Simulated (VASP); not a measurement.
Sc (hcp) is relaxed at rising pressure, each step from the one before. Symmetry mostly holds the structure type, and other phases were not tried. The mesh follows the cell, and a change of mesh leaves a small step in the series.

Data:

```cif
data_Sc2
_chemical_formula_sum 'Sc2'
_space_group_name_H-M_alt 'P 1'
_space_group_IT_number 1
_cell_length_a 3.27902
_cell_length_b 3.27902
_cell_length_c 5.07602
_cell_angle_alpha 90.000
_cell_angle_beta 90.000
_cell_angle_gamma 120.000
loop_
_space_group_symop_operation_xyz
  'x, y, z'
loop_
_atom_site_label
_atom_site_type_symbol
_atom_site_fract_x
_atom_site_fract_y
_atom_site_fract_z
_atom_site_occupancy
Sc1 Sc 0.33333 0.66667 0.25000 1
Sc2 Sc 0.66667 0.33333 0.75000 1
```

Computed with PBEsol GGA, VASP's PBE PAW potentials (set 64) (plane waves; VASP). Numerical set-up: 500 eV cut-off, 13×13×7 Γ-centred mesh, first-order Methfessel-Paxton smearing of 0.10 eV, potentials Sc_sv.

| P (GPa) | V (Å³/atom) | H − H(0) (eV/atom) | space group | gap on the mesh (eV) | k-mesh |
|---|---|---|---|---|---|
| 0 | 23.63 | 0.000 | P6_3/mmc | 0.00 | 13×13×7 |
| 5 | 21.88 | 0.709 | P6_3/mmc | 0.00 | 13×13×8 |
| 10 | 20.56 | 1.371 | P6_3/mmc | 0.00 | 13×13×8 |
| 20 | 18.59 | 2.591 | P6_3/mmc | 0.00 | 14×14×8 |
| 30 | 17.15 | 3.705 | P6_3/mmc | 0.00 | 14×14×8 |
| 45 | 15.50 | 5.232 | P6_3/mmc | 0.00 | 15×15×8 |

Pressures at which the relaxation failed are left out.

The compound is Sc in the hcp structure.
